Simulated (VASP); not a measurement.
Consider the following.

```
CELL_PARAMETERS angstrom
      0.00000     2.48074     2.48074
      2.48074     0.00000     2.48074
      2.48074     2.48074     0.00000
ATOMIC_POSITIONS crystal
  Li 0.00000 0.00000 0.00000
  Cl 0.50000 0.50000 0.50000
```

The numbers are results of LDA (Ceperley-Alder, Perdew-Zunger), VASP's LDA PAW potentials (set 64) (plane waves; VASP 6.6.1), not measurements. Settings: 520 eV cut-off, 10×10×10 Γ-centred mesh, tetrahedra with Blöchl corrections, potentials Li_sv Cl.

Task: Estimate the energy per atom (σ→0).

Result: 
- energy per atom (σ→0) = -4.048 eV/atom

Total energies compare only between runs with the same potentials, cut-off and functional.

The compound is LiCl in the rock salt structure. It was relaxed first, which changed the volume by -10 %.
